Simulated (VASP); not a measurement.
VASP input:

INCAR:
```
# general
SYSTEM =HfO2
PREC   =Accurate
ENCUT  =520
LREAL  =.FALSE.
LASPH  =.TRUE.

# electronic loop
EDIFF  =1E-7
NELM   =100
ALGO   =Normal
LMAXMIX=6

# smearing
ISMEAR =0
SIGMA  =0.05

# functional
GGA    =PE
IVDW   =13

# ions
ISIF   =2

# output
LWAVE  =.FALSE.
LCHARG =.FALSE.
```

**POSCAR**
```
HfO2
1
    0.0000000000     2.4994382358     2.4994382358
    2.4994382358     0.0000000000     2.4994382358
    2.4994382358     2.4994382358     0.0000000000
Hf O
1 2
Direct
  0.0000000000   0.0000000000   0.0000000000
  0.2500000000   0.2500000000   0.2500000000
  0.7500000000   0.7500000000   0.7500000000
```

File KPOINTS:
```
Automatic mesh
0
Gamma
8 8 8
0 0 0
```

POTCAR, in this order: Hf_pv O (PBE.64 set). Program: vasp_std.

**Question.** Translate this PBE-D4 calculation to Ansatz.

**Answer.** One equivalent input (not run):
Ansatz 0.2 input:
```yaml
crystal:
  lattice:
    - [0.0000000, 2.4994382, 2.4994382]
    - [2.4994382, 0.0000000, 2.4994382]
    - [2.4994382, 2.4994382, 0.0000000]
  atoms:
    - { symbol: Hf, position: [0.0000000, 0.0000000, 0.0000000] }
    - { symbol: O, position: [0.2500000, 0.2500000, 0.2500000] }
    - { symbol: O, position: [0.7500000, 0.7500000, 0.7500000] }
kpoints:
  mp_grid: { grid: [8, 8, 8] }
hamiltonian:
  xc: pbe
  dispersion: d4
  pseudopotentials: { kind: paw }
scf:
  occupations: { method: gaussian, width: 0.05 }
  max_iter: 100
output: { forces: true, stress: true, eigenvalues: true }
```
The two are equivalent in intent, not identical: each code has its own PAW files, so the cut-off isn't converted (ENCUT is set for VASP's; basis.ecutwfc is left out, and Ansatz then takes the one that its files recommend); Ansatz stops its SCF on the density residual and VASP on the energy change (EDIFF).

The compound is HfO2 in the fluorite structure, the high-temperature cubic form, which is unstable at 0 K; the monoclinic form is the stable one. This cell is one point of a volume scan, at 0.97 of the reference volume.
